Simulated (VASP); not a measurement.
These are PBE GGA, VASP's PBE PAW potentials (set 64) (plane waves; VASP) values and carry that method's errors.

VASP ran on this input.

### INCAR
```
SYSTEM  =  CeO2
PREC  =  Accurate; ENCUT  =  520; LREAL  =  .FALSE.
LASPH  =  .TRUE.
EDIFF  =  1E-6; NELM  =  100; ALGO  =  Normal
LMAXMIX  =  6
ISMEAR  =  0; SIGMA  =  0.05
GGA  =  PE
ISIF  =  2
LWAVE  =  .FALSE.; LCHARG  =  .FALSE.
```

### KPOINTS
```
Automatic mesh
0
Gamma
5 5 5
0 0 0
```

**POSCAR**
```
CeO2
1
    0.0000000000     2.7591000000     2.7591000000
    2.7591000000     0.0000000000     2.7591000000
    2.7591000000     2.7591000000     0.0000000000
Ce O
1 2
Direct
  0.0000000000   0.0000000000   0.0000000000
  0.2500000000   0.2500000000   0.2500000000
  0.7500000000   0.7500000000   0.7500000000
```

POTCAR, in this order: Ce O (PBE.64 set). Program: vasp_std.

The run wrote:

File OSZICAR:
```
       N       E                     dE             d eps       ncg     rms          rms(c)
DAV:   1     0.233982730793E+03    0.23398E+03   -0.11826E+04   328   0.201E+03
DAV:   2     0.212675075647E+02   -0.21272E+03   -0.20891E+03   504   0.307E+02
DAV:   3    -0.297046775675E+02   -0.50972E+02   -0.47505E+02   464   0.146E+02
DAV:   4    -0.317500668580E+02   -0.20454E+01   -0.20453E+01   472   0.349E+01
DAV:   5    -0.318429629971E+02   -0.92896E-01   -0.92892E-01   528   0.738E+00    0.270E+01
DAV:   6    -0.307207064626E+02    0.11223E+01   -0.10733E+02   480   0.588E+01    0.330E+01
DAV:   7    -0.285080046603E+02    0.22127E+01   -0.23907E+02   512   0.135E+02    0.192E+01
DAV:   8    -0.279280153137E+02    0.57999E+00   -0.43380E+00   384   0.221E+01    0.137E+01
DAV:   9    -0.263777184508E+02    0.15503E+01   -0.65603E+00   480   0.210E+01    0.247E+00
DAV:  10    -0.263076808881E+02    0.70038E-01   -0.27538E-01   544   0.477E+00    0.179E+00
DAV:  11    -0.262637463245E+02    0.43935E-01   -0.65999E-02   488   0.246E+00    0.143E+00
DAV:  12    -0.262123484145E+02    0.51398E-01   -0.25275E-01   488   0.483E+00    0.543E-01
DAV:  13    -0.262176952254E+02   -0.53468E-02   -0.91040E-02   528   0.259E+00    0.954E-01
DAV:  14    -0.262148199539E+02    0.28753E-02   -0.11426E-01   496   0.297E+00    0.463E-01
DAV:  15    -0.262133153539E+02    0.15046E-02   -0.30104E-02   480   0.156E+00    0.202E-01
DAV:  16    -0.262130509795E+02    0.26437E-03   -0.21311E-03   472   0.448E-01    0.331E-02
DAV:  17    -0.262131043873E+02   -0.53408E-04   -0.22658E-04   496   0.145E-01    0.566E-02
DAV:  18    -0.262130721604E+02    0.32227E-04   -0.68958E-05   464   0.833E-02    0.347E-02
DAV:  19    -0.262130574194E+02    0.14741E-04   -0.71090E-05   496   0.744E-02    0.832E-03
DAV:  20    -0.262130558012E+02    0.16182E-05   -0.11368E-05   384   0.311E-02    0.284E-03
DAV:  21    -0.262130557254E+02    0.75832E-07   -0.37718E-07   232   0.582E-03
   1 F= -.26213056E+02 E0= -.26213056E+02  d E =-.131813E-20
```

### OUTCAR
```
------------------------ aborting loop because EDIFF is reached ----------------------------------------
  FORCE on cell =-STRESS in cart. coord.  units (eV):
  Direction    XX          YY          ZZ          XY          YZ          ZX
  --------------------------------------------------------------------------------------
  Total       -1.2723837     -1.2723837     -1.2723837      0.0000000      0.0000000     -0.0000000
  in kB      -48.5284433    -48.5284433    -48.5284433      0.0000000      0.0000000     -0.0000000
  external PRESSURE =     -48.5284433 kB  Pullay stress =       0.0000000 kB
  volume of cell :       42.01
      direct lattice vectors                 reciprocal lattice vectors
     0.000000000  2.759100000  2.759100000    -0.181218513  0.181218513  0.181218513
     2.759100000  0.000000000  2.759100000     0.181218513 -0.181218513  0.181218513
     2.759100000  2.759100000  0.000000000     0.181218513  0.181218513 -0.181218513
 POSITION                                       TOTAL-FORCE (eV/Angst)
 -----------------------------------------------------------------------------------
      0.00000      0.00000      0.00000         0.000000      0.000000      0.000000
      1.37955      1.37955      1.37955        -0.000000     -0.000000     -0.000000
      4.13865      4.13865      4.13865         0.000000      0.000000      0.000000
 -----------------------------------------------------------------------------------
    total drift:                                0.000000     -0.000000      0.000000
  FREE ENERGIE OF THE ION-ELECTRON SYSTEM (eV)
  ---------------------------------------------------
  free  energy   TOTEN  =       -26.2130557254 eV

  energy  without entropy=      -26.2130557254  energy(sigma->0) =      -26.21305573
```
(Selected blocks of OUTCAR.)

**OUTCAR**
```
 val. band max:        4.6480553761   @ k =  -0.2000   0.2000   0.0000

 cond. band min:       6.5642753056   @ k =  -0.4000   0.2000   0.0000


 Fermi energy:         4.9727343302

 k-point     1 :       0.0000    0.0000    0.0000
  band No.  band energies     occupation
      1     -27.7889      2.00000
      2     -11.4505      2.00000
      3     -10.5075      2.00000
      4      -9.9943      2.00000
      5      -9.9943      2.00000
      6      -9.9943      2.00000
      7       1.2025      2.00000
      8       1.2025      2.00000
      9       1.2025      2.00000
     10       4.2150      2.00000
     11       4.2150      2.00000
     12       4.2150      2.00000
     13       6.8072      0.00000
     14       6.8072      0.00000
     15       6.8072      0.00000
     16       7.0140      0.00000

 k-point     2 :       0.2000    0.0000    0.0000
  band No.  band energies     occupation
      1     -27.7350      2.00000
      2     -12.3880      2.00000
      3     -10.7807      2.00000
      4     -10.0638      2.00000
      5     -10.0638      2.00000
      6      -8.9495      2.00000
      7       1.5118      2.00000
      8       1.5118      2.00000
      9       2.0234      2.00000
     10       3.9206      2.00000
     11       4.0948      2.00000
     12       4.0948      2.00000
     13       6.7732      0.00000
     14       6.7732      0.00000
     15       6.8100      0.00000
     16       7.0469      0.00000

 k-point     3 :       0.4000    0.0000    0.0000
  band No.  band energies     occupation
      1     -27.6457      2.00000
      2     -13.2491      2.00000
      3     -11.1860      2.00000
      4     -10.1719      2.00000
      5     -10.1719      2.00000
      6      -7.8672      2.00000
      7       1.9683      2.00000
      8       1.9683      2.00000
      9       3.2844      2.00000
     10       3.6577      2.00000
     11       3.9890      2.00000
     12       3.9890      2.00000
     13       6.6171      0.00000
...
```

The compound is CeO2 in the fluorite structure. The cell was not relaxed at this level. The run is not spin-polarised, so no magnetic state was tried.
